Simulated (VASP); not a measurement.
These are SCAN meta-GGA, VASP's PBE PAW potentials (set 64) (plane waves; VASP) values and carry that method's errors.

A VASP calculation is set up with these files.

KPOINTS:
```
Automatic mesh
0
Gamma
8 8 8
0 0 0
```

INCAR:
```
SYSTEM = Li2Se
PREC = Accurate
ENCUT = 520
EDIFF = 1E-7
NELM = 100
ALGO = Normal
LREAL = .FALSE.
LASPH = .TRUE.
ISMEAR = 0
SIGMA = 0.05
METAGGA = SCAN
LMIXTAU = .TRUE.
LMAXMIX = 4
LWAVE = .FALSE.
LCHARG = .FALSE.
ISIF = 2
```

POSCAR:
```
Li2Se
2.9511630
  0.0000000000   0.9999998332   0.9999998332
  0.9999998332   0.0000000000   0.9999998332
  0.9999998332   0.9999998332   0.0000000000
Li Se
2 1
direct
  0.2500000000   0.2500000000   0.2500000000
  0.7500000000   0.7500000000   0.7500000000
  1.0000000000   1.0000000000   1.0000000000
```

POTCAR, in this order: Li_sv Se (PBE.64 set). Program: vasp_std.

Question: Estimate the energy per atom (σ→0), pressure, band gap (on the k-mesh).

Answer: 
```
Property                          Result
------------------------  --------------
energy per atom (σ→0)     -9.726 eV/atom
band gap (on the k-mesh)         3.42 eV
pressure                        1.22 GPa
```

**OSZICAR**
```
...
DAV:  30    -0.291766443041E+02   -0.72605E-06   -0.10434E-06   784   0.126E-02    0.246E-03
DAV:  31    -0.291766433168E+02    0.98725E-06   -0.15910E-07   594   0.547E-03    0.192E-03
DAV:  32    -0.291766436988E+02   -0.38193E-06   -0.14366E-07   590   0.503E-03    0.882E-04
DAV:  33    -0.291766425570E+02    0.11418E-05   -0.34259E-08   300   0.299E-03    0.342E-04
DAV:  34    -0.291766426992E+02   -0.14218E-06   -0.10318E-08   296   0.138E-03    0.194E-04
DAV:  35    -0.291766424024E+02    0.29670E-06   -0.48278E-09   296   0.934E-04    0.457E-05
DAV:  36    -0.291766423425E+02    0.59961E-07   -0.22689E-09   296   0.584E-04
   1 F= -.29176642E+02 E0= -.29176642E+02  d E =-.906776E-28
```

The compound is Li2Se in the antifluorite structure. This cell is one point of a volume scan, at 0.97 of the reference volume.
